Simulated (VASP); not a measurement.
Computed with PBEsol GGA, VASP's PBE PAW potentials (set 64) (plane waves; VASP).

VASP input:

**INCAR**
```
SYSTEM=LaPt2
PREC=Accurate; ENCUT=300; LREAL=.False.
LASPH=.True.
EDIFF=1E-6; NELM=100; ALGO=Normal
LMAXMIX=6
ISMEAR=0; SIGMA=0.2
GGA=PS
ISIF=2
LWAVE=.False.; LCHARG=.False.
```

File POSCAR:
```
LaPt2
1
    0.0000000000     3.9163080000     3.9163080000
    3.9163080000     0.0000000000     3.9163080000
    3.9163080000     3.9163080000     0.0000000000
La Pt
2 4
Direct
  0.5000000000   0.5000000000   0.5000000000
  0.7500000000   0.7500000000   0.7500000000
  0.1250000000   0.1250000000   0.1250000000
  0.6250000000   0.1250000000   0.1250000000
  0.1250000000   0.1250000000   0.6250000000
  0.1250000000   0.6250000000   0.1250000000
```

### KPOINTS
```
Automatic mesh
0
Gamma
1 1 1
0 0 0
```

POTCAR, in this order: La Pt (PBE.64 set). Program: vasp_std.

What VASP printed:

File OUTCAR:
```
 ion  position               nearest neighbor table
   1  0.500  0.500  0.500-   4 3.25   6 3.25   3 3.25   3 3.25   5 3.25   3 3.25   6 3.25   4 3.25
                             6 3.25   5 3.25   4 3.25   5 3.25   2 3.39   2 3.39   2 3.39   2 3.39
   2  0.750  0.750  0.750-   4 3.25   6 3.25   5 3.25   3 3.25   3 3.25   3 3.25   4 3.25   4 3.25
                             5 3.25   6 3.25   5 3.25   6 3.25   1 3.39   1 3.39   1 3.39   1 3.39
   3  0.125  0.125  0.125-   4 2.77   5 2.77   6 2.77   5 2.77   6 2.77   4 2.77   1 3.25   2 3.25
                             1 3.25   2 3.25   1 3.25   2 3.25
   4  0.625  0.125  0.125-   3 2.77   5 2.77   6 2.77   3 2.77   5 2.77   6 2.77   1 3.25   2 3.25
                             2 3.25   1 3.25   2 3.25   1 3.25
   5  0.125  0.125  0.625-   3 2.77   3 2.77   4 2.77   6 2.77   6 2.77   4 2.77   1 3.25   2 3.25
                             1 3.25   2 3.25   1 3.25   2 3.25
   6  0.125  0.625  0.125-   3 2.77   5 2.77   3 2.77   4 2.77   5 2.77   4 2.77   1 3.25   2 3.25
                             1 3.25   2 3.25   1 3.25   2 3.25
  LATTYP: Found a face centered cubic cell.
 ALAT       =     7.8326160000
 Subroutine PRICEL returns:
 Original cell was already a primitive cell.
 Subroutine GETGRP returns: Found 48 space group operations
The static configuration has the point symmetry T_d .
 The point group associated with its full space group is O_h .
The dynamic configuration has the point symmetry T_d .
 Subroutine INISYM returns: Found 48 space group operations
 Subroutine IBZKPT returns following result:
 Found      1 irreducible k-points:

...
```

**OSZICAR**
```
       N       E                     dE             d eps       ncg     rms          rms(c)
DAV:   1     0.471611864321E+03    0.47161E+03   -0.17332E+04    82   0.160E+03
DAV:   2     0.623855021647E+02   -0.40923E+03   -0.38985E+03    90   0.325E+02
DAV:   3    -0.164883008336E+02   -0.78874E+02   -0.74207E+02   114   0.153E+02
DAV:   4    -0.381855839708E+02   -0.21697E+02   -0.19262E+02   148   0.668E+01
DAV:   5    -0.430342088107E+02   -0.48486E+01   -0.47149E+01   124   0.271E+01    0.277E+01
DAV:   6    -0.344109989111E+02    0.86232E+01   -0.20836E+02   124   0.732E+01    0.306E+01
DAV:   7    -0.345846401858E+02   -0.17364E+00   -0.51637E+01   124   0.433E+01    0.224E+01
DAV:   8    -0.363737956567E+02   -0.17892E+01   -0.59041E+01   116   0.293E+01    0.166E+01
DAV:   9    -0.322595583939E+02    0.41142E+01   -0.16961E+01   132   0.254E+01    0.520E+00
DAV:  10    -0.321426267247E+02    0.11693E+00   -0.66258E-01   132   0.579E+00    0.125E+00
DAV:  11    -0.321453583588E+02   -0.27316E-02   -0.17752E-01   148   0.222E+00    0.199E+00
DAV:  12    -0.321381405157E+02    0.72178E-02   -0.70542E-02   127   0.138E+00    0.166E+00
DAV:  13    -0.321312504130E+02    0.68901E-02   -0.83612E-03   108   0.525E-01    0.224E-01
DAV:  14    -0.321313839917E+02   -0.13358E-03   -0.27915E-03   148   0.280E-01    0.239E-01
DAV:  15    -0.321311422586E+02    0.24173E-03   -0.57013E-04   132   0.136E-01    0.680E-02
DAV:  16    -0.321311505005E+02   -0.82419E-05   -0.90034E-05   124   0.644E-02    0.709E-02
DAV:  17    -0.321311357609E+02    0.14740E-04   -0.20288E-05   140   0.272E-02    0.160E-02
DAV:  18    -0.321311355125E+02    0.24836E-06   -0.50772E-06   100   0.140E-02
   1 F= -.32131136E+02 E0= -.31850413E+02  d E =-.561446E+00
```

File OUTCAR:
```
------------------------ aborting loop because EDIFF is reached ----------------------------------------
  FORCE on cell =-STRESS in cart. coord.  units (eV):
  Direction    XX          YY          ZZ          XY          YZ          ZX
  --------------------------------------------------------------------------------------
  Total        6.5691527      6.5691527      6.5691527     -0.0000000     -0.0000000      0.0000000
  in kB       87.6111582     87.6111582     87.6111582     -0.0000000     -0.0000000      0.0000000
  external PRESSURE =      87.6111582 kB  Pullay stress =       0.0000000 kB
  volume of cell :      120.13
      direct lattice vectors                 reciprocal lattice vectors
     0.000000000  3.916308000  3.916308000    -0.127671266  0.127671266  0.127671266
     3.916308000  0.000000000  3.916308000     0.127671266 -0.127671266  0.127671266
     3.916308000  3.916308000  0.000000000     0.127671266  0.127671266 -0.127671266
 POSITION                                       TOTAL-FORCE (eV/Angst)
 -----------------------------------------------------------------------------------
      3.91631      3.91631      3.91631         0.000000      0.000000      0.000000
      5.87446      5.87446      5.87446        -0.000000     -0.000000     -0.000000
      0.97908      0.97908      0.97908        -0.000000      0.000000     -0.000000
      0.97908      2.93723      2.93723        -0.000000      0.000000     -0.000000
      2.93723      2.93723      0.97908        -0.000000      0.000000     -0.000000
      2.93723      0.97908      2.93723        -0.000000      0.000000     -0.000000
 -----------------------------------------------------------------------------------
    total drift:                                0.000000     -0.000000      0.000000
  FREE ENERGIE OF THE ION-ELECTRON SYSTEM (eV)
  ---------------------------------------------------
  free  energy   TOTEN  =       -32.1311355125 eV

  energy  without entropy=      -31.5696899565  energy(sigma->0) =      -31.85041273
```
(Selected blocks of OUTCAR.)

At this cut-off the stress carries a Pulay error, which pulls relaxed volumes low.

The structure comes from a computed database's LaPt2 entry; how it stands against other phases isn't given here. The cell was not relaxed at this level. The k-mesh is coarse (spacing up to 1.39 per Å, 2π included), so the numbers may not be converged in it. The run is one of a series of settings (KPOINTS 1×1×1 Γ-centred mesh against the base run), some of them coarse on purpose.
